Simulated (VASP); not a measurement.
Given:

```xyz
2
Lattice="0.0000 2.8663 2.8663 2.8663 0.0000 2.8663 2.8663 2.8663 0.0000" Properties=species:S:1:pos:R:3 pbc="T T T"
Zn     5.7326     2.8663     2.8663
Se     1.4331     1.4331     1.4331
```

The numbers are results of HSE06 screened hybrid with spin-orbit coupling, VASP's PBE PAW potentials (set 64) (plane waves; VASP), not measurements. Numerical set-up: 350 eV cut-off, 6×6×6 Γ-centred mesh, Gaussian smearing of 0.050 eV, potentials Zn Se.

Task: What does the run give for the energy per atom (σ→0), band gap (over the mesh, the named points and PBE's band edges) with the smallest direct gap where there is one?

Result: 
- band gap (over the mesh, the named points and PBE's band edges) = 2.12 eV
- smallest direct gap (over the mesh, the named points and PBE's band edges) = 2.12 eV
- energy per atom (σ→0) = -3.730 eV/atom

The absolute energy has meaning only against runs of the same code, potentials and settings.

The compound is ZnSe in the zinc blende structure. It was relaxed first.
